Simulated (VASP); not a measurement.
Data:

```
CELL_PARAMETERS angstrom
     -2.08400     2.08400     4.03149
      2.08400    -2.08400     4.03149
      2.08400     2.08400    -4.03149
ATOMIC_POSITIONS crystal
  Cd 0.00000 0.00000 0.00000
  Au 0.75000 0.25000 0.50000
  Au 0.25000 0.75000 0.50000
  Au 0.50000 0.50000 0.00000
```

The numbers are results of PBEsol GGA, VASP's PBE PAW potentials (set 64) (plane waves; VASP), not measurements. Run with 400 eV cut-off, 12×12×12 Γ-centred mesh, tetrahedra with Blöchl corrections, potentials Cd Au.

Unless said otherwise, spin-orbit coupling is left out, though it shifts the bands of the heavy elements here.

Problem. Tabulate the total density of states (states/eV per cell) against energy (eV; zero at the valence-band maximum or, without a gap, the Fermi level).

Solution. 
```
E (eV) | DOS (states/eV)
    -9.94 |  0.03
    -9.72 |  0.17
    -9.50 |  0.28
    -9.28 | ## 1.29
    -9.06 | ############################## 22.4
    -8.84 | ############################ 21.1
    -8.62 | # 0.72
    -8.40 | # 0.54
    -8.07 | # 0.62
    -7.85 | # 0.70
    -7.63 | # 0.83
    -7.41 | # 1.01
    -7.19 | ## 1.41
    -6.97 | ### 2.53
    -6.75 | ## 1.45
    -6.53 | ##### 3.75
    -6.31 | ##### 3.62
    -6.09 | ###### 4.22
    -5.87 | ######### 7.09
    -5.65 | ################ 12.2
    -5.43 | ############## 10.3
    -5.21 | ######## 6.04
    -4.99 | ########## 7.38
    -4.66 | ########## 7.68
    -4.44 | ######### 7.05
    -4.22 | ######### 6.90
    -4.00 | ########## 7.26
    -3.79 | ############ 9.19
    -3.56 | ############ 9.03
    -3.35 | ########### 8.55
    -3.13 | ########### 7.97
    -2.91 | ###### 4.42
    -2.69 | ##### 3.66
    -2.47 | ########### 8.36
    -2.25 | ### 2.56
    -2.03 | ## 1.61
    -1.81 | ## 1.40
    -1.48 | # 1.11
    -1.26 | # 1.04
    -1.04 | # 1.01
    -0.82 | ## 1.15
    -0.60 | ## 1.20
    -0.38 | ## 1.20
    -0.16 | ## 1.21
     0.06 | ## 1.18
     0.28 | ## 1.16
     0.50 | ## 1.15
     0.72 | ## 1.18
     0.94 | ## 1.22
     1.16 | # 1.05
     1.38 | # 0.85
     1.60 | # 0.75
     1.93 | # 0.89
     2.15 | ## 1.37
     2.37 | ## 1.48
     2.59 | ## 1.62
     2.81 | ## 1.40
     3.02 | ## 1.21
     3.25 | # 1.07
     3.46 | # 1.07
```
Within 2 eV below the Fermi level the largest weight inside VASP's projection spheres is Au d, then Au p.

The structure comes from a computed database's CdAu3 entry (I4/mmm); how it stands against other phases isn't given here. It was relaxed first. The electron count is odd and the run is not spin-polarised, which forces a metal.
